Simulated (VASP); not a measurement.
Consider the following.

```
CELL_PARAMETERS angstrom
      2.81017     0.00000     0.00000
      0.00000     2.81017     0.00000
      0.00000     0.00000     2.81017
ATOMIC_POSITIONS crystal
  Al 0.50000 0.50000 0.50000
  Co 0.00000 0.00000 0.00000
```

Method: SCAN meta-GGA, VASP's PBE PAW potentials (set 64) (plane waves; VASP). Numerical set-up: 520 eV cut-off, 14×14×14 Γ-centred mesh, tetrahedra with Blöchl corrections, potentials Al Co.

Tabulate the total density of states (states/eV per cell) against energy (eV; zero at the valence-band maximum or, without a gap, the Fermi level).

```csv
E (eV),DOS (states/eV)
-9.89,0.21
-9.77,0.22
-9.53,0.23
-9.41,0.24
-9.18,0.26
-9.05,0.27
-8.82,0.28
-8.70,0.29
-8.58,0.30
-8.34,0.32
-8.22,0.33
-7.98,0.35
-7.86,0.36
-7.74,0.37
-7.50,0.41
-7.38,0.43
-7.14,0.46
-7.02,0.48
-6.79,0.51
-6.67,0.52
-6.55,0.54
-6.31,0.59
-6.19,0.61
-5.95,0.69
-5.83,0.69
-5.71,0.61
-5.47,0.57
-5.35,0.56
-5.11,0.57
-4.99,0.58
-4.75,0.67
-4.63,0.71
-4.51,0.90
-4.28,1.91
-4.16,1.88
-3.92,1.30
-3.80,1.20
-3.68,1.24
-3.44,1.44
-3.32,1.94
-3.08,3.24
-2.96,2.33
-2.72,1.54
-2.60,1.44
-2.48,0.87
-2.25,4.73
-2.13,4.40
-1.89,6.28
-1.77,5.51
-1.65,5.03
-1.41,3.34
-1.29,2.42
-1.05,0.67
-0.93,0.58
-0.69,0.43
-0.57,0.40
-0.45,0.34
-0.21,0.24
-0.10,0.47
0.14,1.28
0.26,2.42
0.38,1.48
0.62,1.06
0.74,0.89
0.98,0.71
1.10,0.66
1.34,0.56
1.46,0.52
1.58,0.47
1.82,0.38
1.94,0.33
2.17,0.26
2.29,0.23
2.41,0.23
2.65,0.36
2.77,0.47
3.01,0.52
3.13,0.52
3.37,0.74
3.49,0.81
```
Within 2 eV below the Fermi level the largest weight inside VASP's projection spheres is Co d.

The compound is CoAl in the CsCl type structure. It was relaxed first, which changed the volume by -5 %. The run is not spin-polarised, so no magnetic state was tried.
